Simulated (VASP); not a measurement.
Method: revTPSS meta-GGA, VASP's PBE PAW potentials (set 64) (plane waves; VASP).

The input files of a VASP run:

File POSCAR:
```
MgS
1
    0.0000000000     2.6000000000     2.6000000000
    2.6000000000     0.0000000000     2.6000000000
    2.6000000000     2.6000000000     0.0000000000
Mg S
1 1
Direct
  0.0000000000   0.0000000000   0.0000000000
  0.5000000000   0.5000000000   0.5000000000
```

### INCAR
```
SYSTEM = MgS
PREC = Accurate; ENCUT = 520; LREAL = .FALSE.
LASPH = .TRUE.
EDIFF = 1E-6; NELM = 100; ALGO = Normal
LMIXTAU = .TRUE.
ISMEAR = 0; SIGMA = 0.05
METAGGA = RTPSS
IBRION = 2; NSW = 60; ISIF = 3
EDIFFG = -0.01
LWAVE = .FALSE.; LCHARG = .FALSE.
```

KPOINTS:
```
Automatic mesh
0
Gamma
8 8 8
0 0 0
```

POTCAR, in this order: Mg S (PBE.64 set). Program: vasp_std.

The resulting files:

### OUTCAR
```
 ion  position               nearest neighbor table
   1  0.000  0.000  0.000-   2 2.60   2 2.60   2 2.60   2 2.60   2 2.60   2 2.60
   2  0.500  0.500  0.500-   1 2.60   1 2.60   1 2.60   1 2.60   1 2.60   1 2.60
  LATTYP: Found a face centered cubic cell.
 ALAT       =     5.2000000000
 Subroutine PRICEL returns:
 Original cell was already a primitive cell.
 Subroutine GETGRP returns: Found 48 space group operations
The static configuration has the point symmetry O_h .
The dynamic configuration has the point symmetry O_h .
 Subroutine INISYM returns: Found 48 space group operations
 Subroutine IBZKPT returns following result:
 Found     29 irreducible k-points:

 Following reciprocal coordinates:
            Coordinates               Weight
  0.000000  0.000000  0.000000      1.000000
  0.125000  0.000000  0.000000      8.000000
  0.250000  0.000000  0.000000      8.000000
  0.375000  0.000000  0.000000      8.000000
  0.500000  0.000000  0.000000      4.000000
  0.125000  0.125000  0.000000      6.000000
  0.250000  0.125000  0.000000     24.000000
  0.375000  0.125000  0.000000     24.000000
  0.500000  0.125000  0.000000     24.000000
 -0.375000  0.125000  0.000000     24.000000
 -0.250000  0.125000  0.000000     24.000000
 -0.125000  0.125000  0.000000     12.000000
  0.250000  0.250000  0.000000      6.000000
  0.375000  0.250000  0.000000     24.000000
  0.500000  0.250000  0.000000     24.000000
 -0.375000  0.250000  0.000000     24.000000
 -0.250000  0.250000  0.000000     12.000000
  0.375000  0.375000  0.000000      6.000000
  0.500000  0.375000  0.000000     24.000000
 -0.375000  0.375000  0.000000     12.000000
  0.500000  0.500000  0.000000      3.000000
  0.375000  0.250000  0.125000     24.000000
  0.500000  0.250000  0.125000     48.000000
 -0.375000  0.250000  0.125000     24.000000
  0.500000  0.375000  0.125000     24.000000
 -0.375000  0.375000  0.125000     48.000000
 -0.250000  0.375000  0.125000     24.000000
 -0.375000  0.500000  0.125000     12.000000
 -0.250000  0.500000  0.250000      6.000000
   k-points           NKPTS =     29   k-points in BZ     NKDIM =     29   number of bands    NBANDS=      8
   number of dos      NEDOS =    301   number of ions     NIONS =      2
   total plane-waves  NPLWV =  21952
   dimension x,y,z NGX =    28 NGY =   28 NGZ =   28
   dimension x,y,z NGXF=    56 NGYF=   56 NGZF=   56
   ions per type =               1   1
   PREC   = accura    normal or accurate (medium, high low for compatibility)
   ISTART =      0    job   : 0-new  1-cont  2-samecut
   ICHARG =      2    charge: 1-file 2-atom 10-const
   ISPIN  =      1    spin polarized calculation?
   LNONCOLLINEAR =      F non collinear calculations
   LSORBIT =      F    spin-orbit coupling
   INIWAV =      1    electr: 0-lowe 1-rand  2-diag
   ENCUT  =  520.0 eV  38.22 Ry    6.18 a.u.   6.84  6.84  6.84*2*pi/ulx,y,z
   NELM   =    100;   NELMIN=  2; NELMDL= -5     # of ELM steps
   EDIFF  = 0.1E-05   stopping-criterion for ELM
   LREAL  =      F    real-space projection
   NLSPLINE    = F    spline interpolate recip. space projectors
   LMAXMIX     =    2 max onsite mixed and CHGCAR
   VOSKOWN=      0    Vosko Wilk Nusair interpolation
   EDIFFG = -.1E-01   stopping-criterion for IOM
   NSW    =     60    number of steps for IOM
   NBLOCK =      1;   KBLOCK =     60    inner block; outer block
   IBRION =      2    ionic relax: 0-MD 1-quasi-New 2-CG
   NFREE  =      1    steps in history (QN), initial steepest desc. (CG)
   ISIF   =      3    stress and relaxation
   ISYM   =      2    0-nonsym 1-usesym 2-fastsym
   TEIN   =    0.0    initial temperature
   TEBEG  =    0.0;   TEEND  =   0.0 temperature during run
   SMASS  =  -3.00    Nose mass-parameter (am)
...
```

OSZICAR:
```
       N       E                     dE             d eps       ncg     rms          rms(c)
DAV:   1     0.328814480890E+02    0.32881E+02   -0.40563E+03   488   0.922E+02
DAV:   2    -0.868693642847E+01   -0.41568E+02   -0.40399E+02   664   0.174E+02
DAV:   3    -0.108412826603E+02   -0.21543E+01   -0.21405E+01   664   0.479E+01
DAV:   4    -0.108544853542E+02   -0.13203E-01   -0.13203E-01   792   0.429E+00
DAV:   5    -0.108545400837E+02   -0.54729E-04   -0.54729E-04   768   0.218E-01    0.629E+00
DAV:   6    -0.112068227703E+02   -0.35228E+00   -0.57739E+00   464   0.366E+01    0.226E+00
DAV:   7    -0.112257592713E+02   -0.18937E-01   -0.57842E-01   600   0.712E+00    0.192E+00
DAV:   8    -0.113023427680E+02   -0.76583E-01   -0.11710E-01   464   0.458E+00    0.129E+00
DAV:   9    -0.112802432734E+02    0.22099E-01   -0.10641E-01   464   0.441E+00    0.170E-01
DAV:  10    -0.113439477063E+02   -0.63704E-01   -0.11254E-01   464   0.400E+00    0.276E-01
DAV:  11    -0.113526679176E+02   -0.87202E-02   -0.76987E-03   568   0.786E-01    0.204E-01
DAV:  12    -0.113525268774E+02    0.14104E-03   -0.32407E-04   608   0.184E-01    0.303E-01
DAV:  13    -0.113524475184E+02    0.79359E-04   -0.70949E-04   544   0.242E-01    0.436E-02
DAV:  14    -0.113528059283E+02   -0.35841E-03   -0.50557E-05   504   0.766E-02    0.367E-02
DAV:  15    -0.113528603356E+02   -0.54407E-04   -0.21492E-05   592   0.316E-02    0.106E-02
DAV:  16    -0.113528836049E+02   -0.23269E-04   -0.17680E-06   504   0.159E-02    0.767E-03
DAV:  17    -0.113529010773E+02   -0.17472E-04   -0.32008E-06   512   0.205E-02    0.765E-03
DAV:  18    -0.113529014801E+02   -0.40281E-06   -0.42704E-08   256   0.196E-03
   1 F= -.11352901E+02 E0= -.11352901E+02  d E =-.113529E+02
       N       E                     dE             d eps       ncg     rms          rms(c)
DAV:   1    -0.113543602670E+02   -0.14592E-02   -0.40553E-02   528   0.137E+00    0.340E-01
DAV:   2    -0.113533478980E+02    0.10124E-02   -0.42466E-03   528   0.417E-01    0.129E-01
DAV:   3    -0.113532270822E+02    0.12082E-03   -0.15513E-03   496   0.236E-01    0.813E-02
DAV:   4    -0.113532420123E+02   -0.14930E-04   -0.40165E-05   544   0.601E-02    0.739E-02
DAV:   5    -0.113531931646E+02    0.48848E-04   -0.19552E-05   520   0.455E-02    0.361E-02
DAV:   6    -0.113532297513E+02   -0.36587E-04   -0.46201E-05   504   0.637E-02    0.651E-03
DAV:   7    -0.113532331208E+02   -0.33695E-05   -0.14359E-06   512   0.114E-02    0.480E-03
DAV:   8    -0.113532331247E+02   -0.38871E-08   -0.56095E-08   264   0.313E-03
   2 F= -.11353233E+02 E0= -.11353233E+02  d E =-.331645E-03
       N       E                     dE             d eps       ncg     rms          rms(c)
DAV:   1    -0.113533296881E+02   -0.96567E-04   -0.23358E-03   544   0.329E-01    0.813E-02
DAV:   2    -0.113532670929E+02    0.62595E-04   -0.24400E-04   504   0.992E-02    0.304E-02
DAV:   3    -0.113532621470E+02    0.49459E-05   -0.86407E-05   504   0.557E-02    0.205E-02
DAV:   4    -0.113532641655E+02   -0.20185E-05   -0.20802E-06   496   0.136E-02    0.188E-02
DAV:   5    -0.113532629478E+02    0.12176E-05   -0.10271E-06   496   0.996E-03    0.897E-03
DAV:   6    -0.113532660693E+02   -0.31215E-05   -0.25814E-06   480   0.143E-02    0.189E-03
DAV:   7    -0.113532661808E+02   -0.11145E-06   -0.84614E-08   240   0.263E-03
   3 F= -.11353266E+02 E0= -.11353266E+02  d E =-.364701E-03
```

### OUTCAR
```
------------------------ aborting loop because EDIFF is reached ----------------------------------------
  FORCE on cell =-STRESS in cart. coord.  units (eV):
  Direction    XX          YY          ZZ          XY          YZ          ZX
  --------------------------------------------------------------------------------------
  Total        0.0016266      0.0016266      0.0016266      0.0000000     -0.0000000      0.0000000
  in kB        0.0736640      0.0736640      0.0736640      0.0000000     -0.0000000      0.0000000
  external PRESSURE =       0.0736640 kB  Pullay stress =       0.0000000 kB
  volume of cell :       35.38
      direct lattice vectors                 reciprocal lattice vectors
    -0.000000000  2.605590266  2.605590266    -0.191895098  0.191895098  0.191895098
     2.605590266 -0.000000000  2.605590266     0.191895098 -0.191895098  0.191895098
     2.605590266  2.605590266  0.000000000     0.191895098  0.191895098 -0.191895098
 POSITION                                       TOTAL-FORCE (eV/Angst)
 -----------------------------------------------------------------------------------
      0.00000      0.00000      0.00000        -0.000000      0.000000      0.000000
      2.60559      2.60559      2.60559         0.000000     -0.000000     -0.000000
 -----------------------------------------------------------------------------------
    total drift:                                0.000000      0.000000     -0.000000
  FREE ENERGIE OF THE ION-ELECTRON SYSTEM (eV)
  ---------------------------------------------------
  free  energy   TOTEN  =       -11.3532661808 eV

  energy  without entropy=      -11.3532661808  energy(sigma->0) =      -11.35326618

 reached required accuracy - stopping structural energy minimisation
```
(Selected blocks of OUTCAR.)

### CONTCAR
```
MgS
   1.00000000000000
    -0.0000000000000000    2.6055902658920802    2.6055902658920802
     2.6055902658920802   -0.0000000000000000    2.6055902658920802
     2.6055902658920802    2.6055902658920802    0.0000000000000000
  Mg              S
     1     1
Direct
     0.0000000000000000    0.0000000000000000    0.0000000000000000
     0.5000000000000000    0.5000000000000000    0.5000000000000000
```

The compound is MgS in the rock salt structure. This run relaxes it. Symmetry was kept, so distortions that lower it aren't found.
